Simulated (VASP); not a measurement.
Method: PBEsol GGA, VASP's PBE PAW potentials (set 64) (plane waves; VASP).

VASP input:

INCAR:
```
SYSTEM  =  Y
PREC  =  Accurate; ENCUT  =  480; LREAL  =  .FALSE.
LASPH  =  .TRUE.
EDIFF  =  1E-7; NELM  =  100; ALGO  =  Normal
LMAXMIX  =  4
ISMEAR  =  1; SIGMA  =  0.1
GGA  =  PS
ISIF  =  2
LWAVE  =  .FALSE.; LCHARG  =  .FALSE.
```

**KPOINTS**
```
Automatic mesh
0
Gamma
12 12 6
0 0 0
```

**POSCAR**
```
Y
1
    1.8004523591    -3.1184752276    -0.0000000000
    1.8004523591     3.1184752276    -0.0000000000
    0.0000000000     0.0000000000     5.5441903152
Y
2
Direct
  0.3333330000   0.6666670000   0.2500000000
  0.6666670000   0.3333330000   0.7500000000
```

POTCAR, in this order: Y_sv (PBE.64 set). Program: vasp_std.

Output of the run:

### OUTCAR
```
 ion  position               nearest neighbor table
   1  0.333  0.667  0.250-   2 3.47   2 3.47   2 3.47   2 3.47   2 3.47   2 3.47
   2  0.667  0.333  0.750-   1 3.47   1 3.47   1 3.47   1 3.47   1 3.47   1 3.47
  LATTYP: Found a hexagonal cell.
 ALAT       =     3.6009049477
 C/A-ratio  =     1.5396658328
 Subroutine PRICEL returns:
 Original cell was already a primitive cell.
 Subroutine GETGRP returns: Found 24 space group operations
The static configuration has the point symmetry D_3d.
 The point group associated with its full space group is D_6h.
The dynamic configuration has the point symmetry D_3d.
 Subroutine INISYM returns: Found 24 space group operations
 Subroutine IBZKPT returns following result:
 Found     76 irreducible k-points:

 Following reciprocal coordinates:
            Coordinates               Weight
  0.000000  0.000000  0.000000      1.000000
  0.083333  0.000000  0.000000      6.000000
  0.166667  0.000000  0.000000      6.000000
  0.250000  0.000000  0.000000      6.000000
  0.333333  0.000000  0.000000      6.000000
  0.416667  0.000000  0.000000      6.000000
  0.500000  0.000000  0.000000      3.000000
  0.083333  0.083333  0.000000      6.000000
  0.166667  0.083333  0.000000     12.000000
  0.250000  0.083333  0.000000     12.000000
  0.333333  0.083333  0.000000     12.000000
  0.416667  0.083333  0.000000     12.000000
  0.166667  0.166667  0.000000      6.000000
  0.250000  0.166667  0.000000     12.000000
  0.333333  0.166667  0.000000     12.000000
  0.416667  0.166667  0.000000      6.000000
  0.250000  0.250000  0.000000      6.000000
  0.333333  0.250000  0.000000     12.000000
  0.333333  0.333333  0.000000      2.000000
  0.000000  0.000000  0.166667      2.000000
  0.083333  0.000000  0.166667     12.000000
  0.166667  0.000000  0.166667     12.000000
...
```

OSZICAR:
```
       N       E                     dE             d eps       ncg     rms          rms(c)
DAV:   1     0.837167907144E+02    0.83717E+02   -0.11198E+04  2280   0.132E+03
DAV:   2    -0.672928691769E+01   -0.90446E+02   -0.89484E+02  2833   0.274E+02
DAV:   3    -0.139265198117E+02   -0.71972E+01   -0.71194E+01  4315   0.470E+01
DAV:   4    -0.140705098142E+02   -0.14399E+00   -0.14398E+00  2483   0.743E+00
DAV:   5    -0.140748399380E+02   -0.43301E-02   -0.43300E-02  3317   0.944E-01    0.343E+01
DAV:   6    -0.137153249071E+02    0.35952E+00   -0.45621E-01  2280   0.485E+00    0.213E+01
DAV:   7    -0.136547234775E+02    0.60601E-01   -0.89836E-01  3002   0.619E+00    0.185E+00
DAV:   8    -0.136421290128E+02    0.12594E-01   -0.16751E-01  2735   0.274E+00    0.865E-01
DAV:   9    -0.136415927059E+02    0.53631E-03   -0.50453E-03  3076   0.508E-01    0.373E-01
DAV:  10    -0.136416569777E+02   -0.64272E-04   -0.13972E-03  2466   0.383E-01    0.188E-01
DAV:  11    -0.136416388109E+02    0.18167E-04   -0.85875E-05  3283   0.894E-02    0.348E-02
DAV:  12    -0.136416356249E+02    0.31860E-05   -0.16213E-05  2579   0.395E-02    0.272E-02
DAV:  13    -0.136416367106E+02   -0.10857E-05   -0.55754E-06  2434   0.255E-02    0.140E-03
DAV:  14    -0.136416368650E+02   -0.15449E-06   -0.23644E-07  2678   0.309E-03    0.113E-03
DAV:  15    -0.136416367482E+02    0.11684E-06   -0.36700E-08  1399   0.195E-03    0.803E-04
DAV:  16    -0.136416367855E+02   -0.37294E-07   -0.55785E-09  1350   0.571E-04
   1 F= -.13641637E+02 E0= -.13642076E+02  d E =0.131897E-02
```

File OUTCAR:
```
------------------------ aborting loop because EDIFF is reached ----------------------------------------
  FORCE on cell =-STRESS in cart. coord.  units (eV):
  Direction    XX          YY          ZZ          XY          YZ          ZX
  --------------------------------------------------------------------------------------
  Total        0.0314495      0.0314495      0.0849750      0.0000000     -0.0000000      0.0000000
  in kB        0.8093434      0.8093435      2.1868028      0.0000000     -0.0000000      0.0000000
  external PRESSURE =       1.2684966 kB  Pullay stress =       0.0000000 kB
  volume of cell :       62.26
      direct lattice vectors                 reciprocal lattice vectors
     1.800452359 -3.118475228  0.000000000     0.277707987 -0.160334767  0.000000000
     1.800452359  3.118475228  0.000000000     0.277707987  0.160334767  0.000000000
     0.000000000  0.000000000  5.544190315     0.000000000  0.000000000  0.180368989
 POSITION                                       TOTAL-FORCE (eV/Angst)
 -----------------------------------------------------------------------------------
      1.80045      1.03949      1.38605         0.000000     -0.000000      0.000000
      1.80045     -1.03949      4.15814        -0.000000      0.000000      0.000000
 -----------------------------------------------------------------------------------
    total drift:                               -0.000063      0.000511     -0.000010
  FREE ENERGIE OF THE ION-ELECTRON SYSTEM (eV)
  ---------------------------------------------------
  free  energy   TOTEN  =       -13.6416367855 eV

  energy  without entropy=      -13.6429557584  energy(sigma->0) =      -13.64207644
```
(Selected blocks of OUTCAR.)

The compound is Y in the hcp structure. It was relaxed first, which changed the volume by -6 %.
